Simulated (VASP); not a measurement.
Input of a VASP 6.6.1 run:

INCAR

```
PREC = Accurate ; ENCUT = 600
EDIFF = 1E-7 ; ISMEAR = 0
SIGMA = 0.1 ; LREAL = False
LASPH = True ; NELM = 100
ALGO = Normal ; ISIF = 3
LWAVE = False ; LCHARG = False
GGA = PE ; IBRION = 2
NSW = 90 ; EDIFFG = -0.04
```

The input KPOINTS:

```
regular mesh
0
Gamma
  6 6 6
```

Contents of POSCAR:

```
NaLa2
1.0
    0.0000000000      3.2284350000      3.2284350000
    3.2284350000      0.0000000000      3.2284350000
    3.2284350000      3.2284350000      0.0000000000
Na La
1 2
Direct
    0.0000000000      0.0000000000      0.0000000000
    0.2500000000      0.2500000000      0.2500000000
    0.7500000000      0.7500000000      0.7500000000
```

Potentials or basis: VASP PAW PBE potentials, release 64 (Na_pv, La).

Launch:

```sh
$ cat potpaw_PBE.64/Na_pv/POTCAR potpaw_PBE.64/La/POTCAR > POTCAR
$ mpirun -np 1 vasp_std > vasp.out
```

(1) Predict the space group after relaxing (to 0.05 Å).

(2) Estimate the relaxed volume.

(3) Estimate the relaxed cell.

(4) Estimate the band gap on the k mesh.

## Answers

(1) Fm-3m (No. 225).

(2) 40.31 Å³/atom.

(3) a = 5.550 Å, b = 5.550 Å, c = 5.550 Å, α = 60.00°, β = 60.00°, γ = 60.00°.

(4) none (metal or under the smearing width).

Caveat: the volume moved by over 15 % at a fixed basis, so the end points are rough.
